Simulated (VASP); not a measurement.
Here is the system:

```
BiGd
1.0
    3.36635     0.00000     0.00000
    0.00000     3.36635     0.00000
    0.00000     0.00000    11.10773
Gd Bi
2 2
Cartesian
  0.00000   1.68318   0.00000
  1.68318   0.00000   5.55386
  0.00000   0.00000   2.77693
  0.00000   0.00000   8.33079
```

Level of theory: PBEsol GGA, VASP's PBE PAW potentials (set 64) (plane waves; VASP). Run with 480 eV cut-off, 8×8×4 Γ-centred mesh, first-order Methfessel-Paxton smearing of 0.10 eV, potentials Gd_3 Bi_d.

The 4f electrons are frozen in the core of the lanthanide potential, so 4f levels, which can set the real gap, and their magnetism are missing. Unless said otherwise, spin-orbit coupling is left out, though it shifts the bands of the heavy elements here.

### Question
Predict the energy per atom (σ→0), band gap (on the k-mesh) with the smallest direct gap where there is one.

### Answer

| Quantity | Value |
|---|---|
| band gap (on the k-mesh) | none (metal, semimetal or under 0.01 eV) |
| energy per atom (σ→0) | -4.835 eV/atom |

The absolute energy has meaning only against runs of the same code, potentials and settings.

The structure was generated: GdBi was put into the PtS type (P4_2/mmc), which need not be its known phase. It was relaxed first, which changed the volume by -35 %.
